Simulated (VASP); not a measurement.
A VASP calculation is set up with these files.

KPOINTS:
```
K-points
0
G
8 8 8
```

POSCAR:
```
PbS
1
    0.0000000000     2.9149764774     2.9149764774
    2.9149764774     0.0000000000     2.9149764774
    2.9149764774     2.9149764774     0.0000000000
Pb S
1 1
Direct
  0.0000000000   0.0000000000   0.0000000000
  0.5000000000   0.5000000000   0.5000000000
```

INCAR:
```
! general
SYSTEM  =PbS
PREC    =Accurate
ENCUT   =520
LREAL   =.FALSE.
LASPH   =.TRUE.

! electronic loop
EDIFF   =1E-7
NELM    =100
ALGO    =Normal
LMAXMIX =4

! smearing
ISMEAR  =0
SIGMA   =0.05

! functional
GGA     =MK
LUSE_VDW=.TRUE.
AGGAC   =0.0
PARAM1  =0.1234
PARAM2  =1.0

! ions
ISIF    =2

! output
LWAVE   =.FALSE.
LCHARG  =.FALSE.
```

POTCAR, in this order: Pb_d S (PBE.64 set). Program: vasp_std.

Question: Write an equivalent input for Quantum ESPRESSO's pw.x.

Answer: One equivalent input (not run):
```
&CONTROL
  calculation = 'scf'
  pseudo_dir = './pseudo'
  outdir = './out'
  tprnfor = .true.
  tstress = .true.
/
&SYSTEM
  ibrav = 0
  nat = 2
  ntyp = 2
  ecutwfc = 62.5
  occupations = 'smearing'
  smearing = 'gaussian'
  degauss = 0.003675
  input_dft = 'vdw-df-ob86'
/
&ELECTRONS
  conv_thr = 7.3e-09
  electron_maxstep = 100
/
ATOMIC_SPECIES
  Pb 207.200 Pb.upf
  S 32.060 S.upf
CELL_PARAMETERS angstrom
     0.0000000    2.9149765    2.9149765
     2.9149765    0.0000000    2.9149765
     2.9149765    2.9149765    0.0000000
ATOMIC_POSITIONS crystal
  Pb   0.0000000  0.0000000  0.0000000
  S    0.5000000  0.5000000  0.5000000
K_POINTS automatic
  8 8 8 0 0 0
```
Limits of the translation: the potentials are each code's own (VASP's PAW set, PseudoDojo norm-conserving files in pw.x), so ENCUT and ecutwfc are chosen apart and not converted; conv_thr bounds pw.x's estimated SCF error, while EDIFF bounds the energy change between steps.

The compound is PbS in the rock salt structure. This cell is one point of a volume scan, at 0.94 of the reference volume.
